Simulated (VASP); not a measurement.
A VASP calculation is set up with these files.

**INCAR**
```
SYSTEM = PbSe
PREC = Accurate
ENCUT = 400
EDIFF = 1E-6
NELM = 100
ALGO = Normal
LREAL = .FALSE.
LASPH = .TRUE.
ISMEAR = 0
SIGMA = 0.05
GGA = PE
LMAXMIX = 4
LWAVE = .FALSE.
LCHARG = .FALSE.
ISIF = 2
```

POSCAR:
```
PbSe
1
    0.0000000000     3.1212000000     3.1212000000
    3.1212000000     0.0000000000     3.1212000000
    3.1212000000     3.1212000000     0.0000000000
Pb Se
1 1
Direct
  0.0000000000   0.0000000000   0.0000000000
  0.5000000000   0.5000000000   0.5000000000
```

### KPOINTS
```
Automatic mesh
0
Gamma
6 6 6
0 0 0
```

POTCAR, in this order: Pb_d Se (PBE.64 set). Program: vasp_gam.

### Question
Does this input run properly? What does VASP do?

### Answer
There is a fault: the Γ-only program was given a k-mesh. VASP stops with an error: You are using the Gamma-point-only version with more than one k-point or some other non-Gamma k-point. ----> I REFUSE TO CONTINUE WITH THIS SICK JOB ... BYE!!! <----

### standard output
```
 POSCAR found type information on POSCAR PbSe
 POSCAR found :  2 types and       2 ions
 Reading from existing POTCAR
 Reading from existing POTCAR
 LDA part: xc-table for (Slater+PW92), standard interpolation

 -----------------------------------------------------------------------------
|                                                                             |
|     EEEEEEE  RRRRRR   RRRRRR   OOOOOOO  RRRRRR      ###     ###     ###     |
|     E        R     R  R     R  O     O  R     R     ###     ###     ###     |
|     E        R     R  R     R  O     O  R     R     ###     ###     ###     |
|     EEEEE    RRRRRR   RRRRRR   O     O  RRRRRR       #       #       #      |
|     E        R   R    R   R    O     O  R   R                               |
|     E        R    R   R    R   O     O  R    R      ###     ###     ###     |
|     EEEEEEE  R     R  R     R  OOOOOOO  R     R     ###     ###     ###     |
|                                                                             |
|     You are using the Gamma-point-only version with more than one           |
|     k-point or some other non-Gamma k-point.                                |
|                                                                             |
|       ---->  I REFUSE TO CONTINUE WITH THIS SICK JOB ... BYE!!! <----       |
|                                                                             |
 -----------------------------------------------------------------------------
```

To mend it, run vasp_std.

The mended run (PBE GGA, plane waves, VASP's PBE PAW potentials (set 64)) converges, and its OSZICAR ends with
```
   1 F= -.81997005E+01 E0= -.81997005E+01  d E =-.389246E-12
```

The compound is PbSe in the rock salt structure. The cell was not relaxed at this level.
